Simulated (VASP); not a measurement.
Energy against volume of Zr (hcp). Method: vdW-DF-cx, VASP's PBE PAW potentials (set 64) (plane waves; VASP). Numerical set-up: 520 eV cut-off, 13×13×7 Γ-centred mesh, first-order Methfessel-Paxton smearing of 0.10 eV, potentials Zr_sv.

Shape and ions are relaxed at each volume.

```tsv
V (Å³/atom)	E (eV/atom)
21.889	-6.19190
22.566	-6.19881
23.243	-6.19319
23.920	-6.17645
```

Q: Fit these four points and predict the energy of the run at 21.212 Å³/atom.

A: A cubic in V^(−2/3), the third-order Birch-Murnaghan form, passes through the four points with V0 = 22.59 Å³/atom and B0 = 98 GPa, and gives -6.1709 eV/atom there. The run gave -6.1710 eV/atom, -0.1 meV/atom from the fit; all five points give B0 = 98 GPa.

The compound is Zr in the hcp structure. It was relaxed first.
